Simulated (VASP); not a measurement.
Here is the system:

```
CdP2Si
1.0
   -2.82292     2.82292     5.24912
    2.82292    -2.82292     5.24912
    2.82292     2.82292    -5.24912
Cd Si P
2 2 4
Direct
  0.75000   0.25000   0.50000
  0.00000   0.00000   0.00000
  0.25000   0.75000   0.50000
  0.50000   0.50000   0.00000
  0.16844   0.12500   0.54344
  0.58156   0.62500   0.45656
  0.37500   0.83156   0.95656
  0.87500   0.41844   0.04344
```

All values below come from PBEsol GGA, VASP's PBE PAW potentials (set 64) (plane waves; VASP). Settings: 400 eV cut-off, 6×6×6 Γ-centred mesh, tetrahedra with Blöchl corrections, potentials Cd Si P.

### Question
Estimate the energy per atom (σ→0), band gap (on the k-mesh) with the smallest direct gap where there is one.

### Answer

```json
{
 "band gap (on the k-mesh)": "1.25 eV",
 "smallest direct gap (on the k-mesh)": "1.25 eV",
 "energy per atom (σ→0)": "-4.821 eV/atom"
}
```

The absolute energy has meaning only against runs of the same code, potentials and settings.

The structure was generated: CdSiP2 was put into the chalcopyrite type (I-42d), which need not be its known phase. It was relaxed first, which changed the volume by +5 %.
